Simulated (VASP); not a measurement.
# Al7BN8 (Fmm2) in VASP: single point with r2SCAN

Aim: the single point of Al7BN8 with r2SCAN.

Everything below comes from runs of VASP 6.6.1. Logs are shortened: lines on timing, memory, paths and dates and some standing lists are left out, and cuts for length are marked.

### Step 1. The structure

The structure is orthorhombic, space group Fmm2 (No. 42). Conventional cell: a = 6.083 Å, b = 9.771 Å, c = 10.537 Å, α = 90.00°, β = 90.00°, γ = 90.00°. B (site symmetry mm2) is surrounded by 3 N at 1.76 Å. Around Al (site symmetry m) lie 3 N at 1.76 Å. Around Al (site symmetry mm2) lie 3 N at 1.76 Å. Around Al (site symmetry 2) lie 3 N at 1.76 Å. Al (site symmetry m) is surrounded by 3 N at 1.76 Å. N (site symmetry m) is surrounded by 3 Al at 1.76 Å. Around N (site symmetry 2) lie 3 Al at 1.76 Å. N (site symmetry m) is surrounded by 1 B at 1.76 Å and 2 Al at 1.76 Å.

The cell comes from a database or a generator and needn't be the stable form of this composition.

### Step 2. Single point, r2SCAN

The input, POSCAR:

```
Al7BN8
1.0
    3.0417500000      0.0000000000      4.8855000000
    3.0417500000      0.0000000000     -4.8855000000
   -3.0417500000      5.2684655439      0.0000000000
B Al N
1 7 8
Direct
    0.1666666700      0.1666666700      0.3333333300
    0.1666666700      0.1666666700      0.8333333300
    0.6666666700      0.6666666700      0.3333333300
    0.6666666700      0.6666666700      0.8333333300
    0.0833333300      0.5833333300      0.1666666700
    0.5833333300      0.0833333300      0.1666666700
    0.0833333300      0.5833333300      0.6666666700
    0.5833333300      0.0833333300      0.6666666700
    0.4166666700      0.9166666700      0.3333333300
    0.9166666700      0.4166666700      0.3333333300
    0.4166666700      0.9166666700      0.8333333300
    0.9166666700      0.4166666700      0.8333333300
    0.3333333300      0.3333333300      0.1666666700
    0.3333333300      0.3333333300      0.6666666700
    0.8333333300      0.8333333300      0.1666666700
    0.8333333300      0.8333333300      0.6666666700
```

The input, INCAR.step1:

```
SYSTEM = Al7BN8
PREC = Accurate
ENCUT = 520
ISMEAR = 0
SIGMA = 0.1
LREAL = Auto
LASPH = .True.
NELM = 100
NBANDS = 46
GGA = PE
ALGO = Normal
EDIFF = 1E-4
LWAVE = .True.
LCHARG = .False.
```

The input, INCAR.step2:

```
SYSTEM = Al7BN8
PREC = Accurate
ENCUT = 520
EDIFF = 1E-6
ISMEAR = 0
SIGMA = 0.1
LREAL = Auto
LASPH = .True.
NELM = 100
ALGO = Normal
ISIF = 2
LWAVE = .False.
LCHARG = .False.
METAGGA = R2SCAN
LMIXTAU = .True.
NBANDS = 46
ISTART = 1
```

The input, KPOINTS:

```
regular mesh
0
Gamma
  4 4 4
  0 0 0
```

Potentials or basis: VASP PAW PBE potentials, release 64 (B, Al, N).

On the command line:

```
$ cat potpaw_PBE.64/B/POTCAR potpaw_PBE.64/Al/POTCAR potpaw_PBE.64/N/POTCAR > POTCAR
$ cp INCAR.step1 INCAR
$ mpirun -np 1 vasp_std > vasp.out
$ cp INCAR.step2 INCAR
$ mpirun -np 1 vasp_std > vasp.out
```

OUTCAR:

```text
SYSTEM = Al7BN8
   PREC = Accurate
   ENCUT = 520
   EDIFF = 1E-6
   ISMEAR = 0
   LREAL = Auto
   LASPH = .True.
   NELM = 100
   ISIF = 2
   METAGGA = R2SCAN
   ISTART = 1

 ion  position               nearest neighbor table
   1  0.167  0.167  0.333-  13 1.76  14 1.76  15 1.76
   2  0.167  0.167  0.833-  14 1.76  13 1.76  16 1.76  12 2.44  11 2.44   8 3.01   7 3.01   6 3.01
                             5 3.01   7 3.01   8 3.01   3 3.04   3 3.04   4 3.04   4 3.04
   3  0.667  0.667  0.333-  15 1.76  16 1.76  13 1.76  10 2.44   9 2.44   6 3.01   5 3.01   8 3.01
                             7 3.01   6 3.01   5 3.01   4 3.04   4 3.04   2 3.04   2 3.04
   4  0.667  0.667  0.833-  16 1.76  15 1.76  14 1.76  12 2.44  11 2.44   8 3.01   7 3.01   6 3.01
                             5 3.01   8 3.01   7 3.01   3 3.04   3 3.04   2 3.04   2 3.04
   5  0.083  0.583  0.167-  10 1.76  12 1.76   9 1.76  13 2.44  15 2.44   3 3.01   4 3.01   2 3.01
                             3 3.01   8 3.04   7 3.04   7 3.04   8 3.04   6 3.04   6 3.04
   6  0.583  0.083  0.167-   9 1.76  11 1.76  10 1.76  13 2.44  15 2.44   3 3.01   4 3.01   2 3.01
                             3 3.01   8 3.04   7 3.04   8 3.04   7 3.04   5 3.04   5 3.04
   7  0.083  0.583  0.667-  12 1.76  10 1.76  11 1.76  14 2.44  16 2.44   4 3.01   2 3.01   3 3.01
                             4 3.01   2 3.01   6 3.04   5 3.04   5 3.04   6 3.04   8 3.04   8 3.04
   8  0.583  0.083  0.667-  11 1.76   9 1.76  12 1.76  14 2.44  16 2.44   4 3.01   2 3.01   3 3.01
                             2 3.01   4 3.01   6 3.04   5 3.04   6 3.04   5 3.04   7 3.04   7 3.04
   9  0.417  0.917  0.333-   6 1.76   8 1.76   5 1.76   3 2.44
  10  0.917  0.417  0.333-   5 1.76   7 1.76   6 1.76   3 2.44
  11  0.417  0.917  0.833-   8 1.76   6 1.76   7 1.76   4 2.44   2 2.44
  12  0.917  0.417  0.833-   7 1.76   5 1.76   8 1.76   4 2.44   2 2.44
  13  0.333  0.333  0.167-   1 1.76   2 1.76   3 1.76   5 2.44   6 2.44
  14  0.333  0.333  0.667-   2 1.76   1 1.76   4 1.76   7 2.44   8 2.44
  15  0.833  0.833  0.167-   3 1.76   4 1.76   1 1.76   5 2.44   6 2.44
  16  0.833  0.833  0.667-   4 1.76   3 1.76   2 1.76   7 2.44   8 2.44

  LATTYP: Found a face centered orthorhombic cell.
 ALAT       =     6.0835000000
 B/A-ratio  =     1.6061477768
 C/A-ratio  =     1.7320508076

  Lattice vectors:

 A1 = (   0.0000000000,   5.2684655439,  -4.8855000000)
 A2 = (   3.0417500000,   5.2684655439,   0.0000000000)
 A3 = (   3.0417500000,   0.0000000000,  -4.8855000000)

Analysis of symmetry for initial positions (statically):
=====================================================================
 Subroutine PRICEL returns:
 Original cell was already a primitive cell.

 Routine SETGRP: Setting up the symmetry group for a
 face centered orthorhombic supercell.

 Subroutine GETGRP returns: Found  4 space group operations
[... 151 lines left out ...]
   EMIN   =  10.00;   EMAX   =-10.00  energy-range for DOS
   EFERMI =   0.00;   METHOD = LEGACY
   ISMEAR =     0;   SIGMA  =   0.10  broadening in eV -4-tet -1-fermi 0-gaus
   EFERMI_NEDOS =   21; number of points for ismear=-14 and -15
   IALGO  =     38    algorithm
   IMIX   =      4    mixing-type and parameters
     AMIX     =   0.40;   BMIX     =  1.00
     AMIX_MAG =   1.60;   BMIX_MAG =  1.00
  volume/ion in A,a.u.               =       9.79        66.04
  Fermi-wavevector in a.u.,A,eV,Ry     =   1.214934  2.295892 20.083070  1.476064
  Thomas-Fermi vector in A             =   2.350337
   LORBIT       =      0    0 simple, 1 ext, 2 COOP (PROOUT), +10 PAW based schemes
   METAGGA = R2SCAN    functional components
   LHFCALC =     F    Hartree Fock is set to
   AEXX    =    0.0000 exact exchange contribution
   IVDW    =     0    specifies the selected vdW correction
   LEPSILON=     F    determine dielectric tensor
   LRPA    =     F    only Hartree local field effects (RPA)
 non-spin polarized calculation
 Gauss-broadening in eV      SIGMA  =   0.10
  energy-cutoff  :      520.00
  volume of cell :      156.58
 maximum number of plane-waves:      4231
 NGX is ok and might be reduce to    48
   NGX = 21   NGY = 21   NGZ = 23

 number of electron      63.9999989 magnetization

 Free energy of the ion-electron system (eV)
  ---------------------------------------------------
  ext. energy  EPLUGINS =         0.00000000
  ---------------------------------------------------
  free energy    TOTEN  =      -145.64024998 eV

  energy without entropy =     -145.64024998  energy(sigma->0) =     -145.64024998

 E-fermi :   7.8123     XC(G=0): -11.6386

 val. band max:        7.3390381021   @ k =   0.0000   0.0000   0.0000
 cond. band min:      10.2208380344   @ k =   0.0000   0.0000   0.0000
 fundamental gap:      2.8817999323
 Fermi energy:         7.8123175590

 k-point     1 :       0.0000    0.0000    0.0000
  band No.  band energies     occupation
      1     -10.4818      2.00000
      2      -8.4100      2.00000
      3      -8.2279      2.00000
      4      -8.1083      2.00000
      5      -7.9516      2.00000
      6      -7.9022      2.00000
[... 835 lines left out ...]
     43      15.5911      0.00000
     44      16.0949      0.00000
 [bands above 44 left out]

------------------------ aborting loop because EDIFF is reached ----------------------------------------

  FORCE on cell =-STRESS in cart. coord.  units (eV):
  Direction    XX          YY          ZZ          XY          YZ          ZX
  --------------------------------------------------------------------------------------
  -------------------------------------------------------------------------------------
  Total       23.5736542     23.5226343     -7.4628506      0.0000000      0.0000000      0.0000000
  in kB      241.2075055    240.6854661    -76.3604808      0.0000000      0.0000000      0.0000000
  external PRESSURE =     135.1774969 kB  Pullay stress =       0.0000000 kB

 VOLUME and BASIS-vectors are now :
 -----------------------------------------------------------------------------
  energy-cutoff  :      520.00
  volume of cell :      156.58
      direct lattice vectors                 reciprocal lattice vectors
     3.041750000  0.000000000  4.885500000     0.164379058  0.094904293  0.102343670
     3.041750000  0.000000000 -4.885500000     0.164379058  0.094904293 -0.102343670
    -3.041750000  5.268465544  0.000000000     0.000000000  0.189808587  0.000000000

 POSITION                                       TOTAL-FORCE (eV/Angst)
 -----------------------------------------------------------------------------------
      0.00000      1.75616      0.00000        -0.000000     -0.057940      0.000000
     -1.52087      4.39039      0.00000        -0.918080     -0.486536      0.000000
      3.04175      1.75616      0.00000        -0.000000      1.007362      0.000000
      1.52088      4.39039      0.00000         0.918080     -0.486536      0.000000
      1.52087      0.87808     -2.44275        -0.000000      0.355853      0.000000
      1.52087      0.87808      2.44275        -0.000000      0.355853      0.000000
[... 8 lines left out ...]
      4.56262      0.87808      0.00000         4.603441      2.584643      0.000000
      3.04175      3.51231      0.00000        -0.000000      0.075515      0.000000
 -----------------------------------------------------------------------------------
    total drift:                               -0.000006      0.007659      0.000000

  FREE ENERGIE OF THE ION-ELECTRON SYSTEM (eV)
  ---------------------------------------------------
  free  energy   TOTEN  =      -145.6402499835 eV

  energy  without entropy=     -145.6402499835  energy(sigma->0) =     -145.64024998
```

OUTCAR.step1:

```text
SYSTEM = Al7BN8
   PREC = Accurate
   ENCUT = 520
   ISMEAR = 0
   LREAL = Auto
   LASPH = .True.
[... 1117 lines left out ...]
      1.52087      0.87808      2.44275         0.000000      0.327982      0.000000
[... 8 lines left out ...]
      4.56262      0.87808      0.00000         4.590538      2.590881      0.000000
      3.04175      3.51231      0.00000         0.000000      0.066303      0.000000
 -----------------------------------------------------------------------------------
    total drift:                               -0.000006     -0.001034      0.000000

  FREE ENERGIE OF THE ION-ELECTRON SYSTEM (eV)
  ---------------------------------------------------
  free  energy   TOTEN  =      -113.6680364271 eV

  energy  without entropy=     -113.6680364271  energy(sigma->0) =     -113.66803643
```

OSZICAR.step1:

```text
N       E                     dE             d eps       ncg     rms          rms(c)
DAV:   1     0.258089978395E+03    0.25809E+03   -0.30575E+04  1656   0.127E+03
DAV:   2    -0.111346729246E+03   -0.36944E+03   -0.35216E+03  2106   0.261E+02
DAV:   3    -0.134128242559E+03   -0.22782E+02   -0.22632E+02  2144   0.693E+01
DAV:   4    -0.134400200578E+03   -0.27196E+00   -0.27141E+00  2048   0.821E+00
DAV:   5    -0.134405205509E+03   -0.50049E-02   -0.50027E-02  2034   0.109E+00    0.259E+01
DAV:   6    -0.113700675604E+03    0.20705E+02   -0.74401E+01  1996   0.353E+01    0.908E+00
DAV:   7    -0.113754518769E+03   -0.53843E-01   -0.41040E+00  1960   0.872E+00    0.615E+00
DAV:   8    -0.113675582793E+03    0.78936E-01   -0.31280E-01  1990   0.304E+00    0.135E+00
DAV:   9    -0.113666602500E+03    0.89803E-02   -0.65167E-02  2128   0.137E+00    0.501E-01
DAV:  10    -0.113667158948E+03   -0.55645E-03   -0.21702E-02  2064   0.694E-01    0.278E-01
DAV:  11    -0.113667689067E+03   -0.53012E-03   -0.22116E-03  1938   0.275E-01    0.147E-01
DAV:  12    -0.113668056676E+03   -0.36761E-03   -0.68446E-04  1904   0.136E-01    0.420E-02
DAV:  13    -0.113668036427E+03    0.20249E-04   -0.88650E-05  1174   0.598E-02
   1 F= -.11366804E+03 E0= -.11366804E+03  d E =-.483153E-11
```

It took 6.6 min on 1 thread of Intel Xeon Platinum 8488C (Sapphire Rapids), shared host; peak memory 0.37 GiB.

Results:

| Item | Value |
| --- | --- |
| Free energy | -145.6402 eV |
| Pressure | 13.5 GPa |
| Largest force | 5.279 eV/Å |
| Band gap on the k mesh | 2.88 eV, direct |

Forces in eV/Å, atoms in the order of the input:
```
B    0.000 -0.058  0.000
Al  -0.918 -0.487  0.000
Al   0.000  1.007  0.000
Al   0.918 -0.487  0.000
Al   0.000  0.356  0.000
Al   0.000  0.356  0.000
Al   0.000 -0.350 -0.021
Al   0.000 -0.350  0.021
N    0.000 -0.051  0.546
N    0.000 -0.051 -0.546
N    0.000  0.051  0.000
N    0.000  0.051  0.000
N   -4.603  2.585  0.000
N    0.000 -5.233  0.000
N    4.603  2.585  0.000
N    0.000  0.076  0.000
```

Stress tensor (GPa, compression positive):
```
24.12  0.00  0.00
 0.00 24.07  0.00
 0.00  0.00 -7.64
```

Levels at points of the mesh, in eV from the valence-band top:
```csv
k point,band 28,band 29,band 30,band 31,band 32,band 33,band 34,band 35,band 36,band 37
"(0.00, 0.00, 0.00)",-2.27,-2.12,-2.10,-1.86,0.00,2.88,3.62,4.37,5.41,5.51
"(0.50, 0.00, 0.00)",-2.42,-1.60,-1.59,-1.26,-1.10,4.29,4.75,6.04,6.34,6.64
"(0.50, 0.50, 0.00)",-2.46,-2.38,-2.33,-2.28,-2.03,3.30,4.14,5.56,5.96,6.24
"(0.00, 0.00, 0.50)",-1.94,-1.88,-1.61,-0.69,-0.58,3.95,4.52,5.83,6.30,6.36
"(0.50, 0.50, 0.50)",-2.81,-2.68,-2.53,-2.06,-1.99,4.97,4.97,6.25,6.31,6.37
```

Caveat: the PAW data sets were made with another functional, which shifts forces and pressure a little. r2SCAN opens gaps a little over a GGA but as a rule still falls short of measured ones.
